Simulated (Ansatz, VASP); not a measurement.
## One calculation of Nb2O, two programs

```
Nb O
1.0
     5.23056    0.00000    0.00000
     0.00000    5.56716    0.00000
     0.00000    0.00000    2.82248
Nb O
4 2
Direct
  0.22111 0.32530 0.00000
  0.77889 0.67470 0.00000
  0.72111 0.17470 0.50000
  0.27889 0.82530 0.50000
  0.00000 0.00000 0.00000
  0.50000 0.50000 0.50000
```

Alike in both runs: functional PBE; k mesh 4 × 4 × 6; occupations gaussian, width 0.1 eV; no spin polarisation.

Ansatz relaxed the structure, and its values are those at the end. VASP's run is a single point on that final structure, the one shown.

```csv
,VASP,Ansatz
version,VASP 6.6.1,Ansatz 0.2.0
potentials or method,"VASP PAW PBE potentials, release 64 (Nb_sv, O)","scalar-relativistic, plane waves, PAW"
plane-wave cutoff (eV),520,420
valence electrons in the cell,64,64
```

Ansatz gave:

- gap on the k mesh at the Fermi level (eV): none
- pressure (GPa): -0.1
- rms of the force components (eV/Å): 0.003

**Question.** Which values does VASP return?

**Answer.** gap on the k mesh at the Fermi level (eV): none; pressure (GPa): -0.5; rms of the force components (eV/Å): 0.005.

A gap of «none» marks a metal or a gap that the smearing closes.

Caveats: the k mesh is coarse (spacing up to 0.37 Å⁻¹), so the values aren't converged.
